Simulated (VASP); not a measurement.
A cell of NiSi2 (fluorite) near equilibrium:

```xyz
3
Lattice="0.0000 2.6923 2.6923 2.6923 0.0000 2.6923 2.6923 2.6923 0.0000" Properties=species:S:1:pos:R:3 pbc="T T T"
Si     1.3461     1.3461     1.3461
Si     4.0384     4.0384     4.0384
Ni     0.0000     0.0000     0.0000
```

Level of theory: r2SCAN meta-GGA, VASP's PBE PAW potentials (set 64) (plane waves; VASP).

| run | ΔE (meV/atom) | σxx | σyy | σzz | largest shear component, with its sign (GPa) | largest force (eV/Å) |
|---|---|---|---|---|---|---|
| as it is | 0.0 | 0.34 | 0.34 | 0.34 | 0.00 | 0.000 |
| after one change | 40.2 | 2.39 | 0.94 | 2.39 | 0.00 | 1.609 |
Stress is in GPa, positive when the cell is compressed.

Question: Name the change that produced these shifts.
(A) atom 3 (Ni) moved by -0.150 Å along y
(B) atom 2 (Si) moved by 0.150 Å along x
(C) atom 2 (Si) moved by 0.100 Å along x
(D) isotropic strain of +1.5 %

Answer: A, atom 3 (Ni) moved by -0.150 Å along y

The compound is NiSi2 in the fluorite structure. The run is not spin-polarised, so no magnetic state was tried.
